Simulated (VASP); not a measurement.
Here is the system:

```yaml
crystal:
  lattice:
    - [1.55104, -2.68649, 0.00000]
    - [1.55104, 2.68649, 0.00000]
    - [0.00000, 0.00000, 5.09311]
  atoms:
    - { symbol: Si, position: [0.66667, 0.33333, 0.49962] }
    - { symbol: Si, position: [0.33333, 0.66667, 0.99962] }
    - { symbol: C, position: [0.66667, 0.33333, 0.87538] }
    - { symbol: C, position: [0.33333, 0.66667, 0.37538] }
```

Calculation: r2SCAN+rVV10, VASP's PBE PAW potentials (set 64) (plane waves; VASP). Run with 520 eV cut-off, 8×8×5 Γ-centred mesh, Gaussian smearing of 0.050 eV, potentials Si C.

Question: Estimate the energy per atom (σ→0), pressure.

Answer: 
```json
{
 "energy per atom (σ→0)": "-9.600 eV/atom",
 "pressure": "-64.1 kbar"
}
```

The compound is SiC in the wurtzite structure, the rare 2H polytype. This cell is one point of a volume scan, at 1.03 of the reference volume.
